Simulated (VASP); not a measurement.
Given:

```
CELL_PARAMETERS angstrom
      0.00000     2.83790     2.83790
      2.83790     0.00000     2.83790
      2.83790     2.83790     0.00000
ATOMIC_POSITIONS crystal
  Al 0.00000 0.00000 0.00000
  As 0.75000 0.75000 0.75000
```

Calculation: PBE GGA, VASP's PBE PAW potentials (set 64) (plane waves; VASP). Settings: 300 eV cut-off, 5×5×5 Γ-centred mesh, Fermi-Dirac smearing of 0.010 eV, potentials Al As.

Question: Predict the energy per atom (σ→0), pressure.

Answer: 
```
Item                            Value
---------------------  --------------
energy per atom (σ→0)  -4.670 eV/atom
pressure                     2.21 GPa
```

Only differences to runs with the same potentials and settings are physical.

The structure comes from a computed database's AlAs entry; how it stands against other phases isn't given here. The cell was not relaxed at this level.
